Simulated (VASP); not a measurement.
ZnSe:

```
Zn Se
1.0
     0.00000    2.83380    2.83380
     2.83380    0.00000    2.83380
     2.83380    2.83380    0.00000
Zn Se
1 1
Direct
  0.00000 0.00000 0.00000
  0.75000 0.75000 0.75000
```

- Program: VASP 6.6.1
- Task: relaxation of cell and atoms
- Functional: PBE
- Potentials or basis: VASP PAW PBE potentials, release 64 (Zn, Se)
- Cutoff: 520 eV
- k mesh: 8 × 8 × 8
- Occupations: gaussian, width 0.1 eV
- Spin: no spin polarisation

At the start: pressure 2.4 GPa; volume 22.76 Å³/atom.

Question: How do energy, volume and symmetry change on relaxing?

Answer: Over 4 steps the energy falls by 6.2 meV/atom and the volume is 23.67 Å³/atom (+4.0 %); space group F-43m (No. 216, to 0.05 Å).

The path:
| step | energy change (eV) | largest force (eV/Å) | pressure (GPa) | volume (Å³) |
| --- | --- | --- | --- | --- |
| 1 | 0.0000 | 0.0000 | 2.36 | 45.51 |
| 2 | -0.0115 | 0.0000 | -0.57 | 47.76 |
| 3 | -0.0124 | 0.0000 | 0.11 | 47.26 |
| 4 | -0.0124 | 0.0000 | -0.06 | 47.34 |

Final structure:
```cif
data_structure
_symmetry_space_group_name_H-M 'P 1'
_symmetry_Int_Tables_number 1
_cell_length_a 4.0606
_cell_length_b 4.0606
_cell_length_c 4.0606
_cell_angle_alpha 60.000
_cell_angle_beta 60.000
_cell_angle_gamma 60.000
_cell_volume 47.34
loop_
_atom_site_label
_atom_site_type_symbol
_atom_site_fract_x
_atom_site_fract_y
_atom_site_fract_z
_atom_site_occupancy
Zn1 Zn 0.00000 0.00000 0.00000 1
Se1 Se 0.75000 0.75000 0.75000 1
```
